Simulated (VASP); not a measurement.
```
V
1.0
   -1.48909     1.48909     1.48909
    1.48909    -1.48909     1.48909
    1.48909     1.48909    -1.48909
V
1
Cartesian
  0.00000   0.00000   0.00000
```

The numbers are results of r2SCAN meta-GGA, VASP's PBE PAW potentials (set 64) (plane waves; VASP), not measurements. Run with 480 eV cut-off, 16×16×16 Γ-centred mesh, first-order Methfessel-Paxton smearing of 0.10 eV, potentials V_sv.

Problem. Give the stress tensor in GPa (positive for a compressed cell).

Solution. 
```
1.63  0.00  0.00
0.00  1.63  0.00
0.00  0.00  1.63
```
The pressure is its mean diagonal, 1.63 GPa.

The compound is V in the bcc structure. It was relaxed first, which changed the volume by -5 %. The run is not spin-polarised, so no magnetic state was tried.
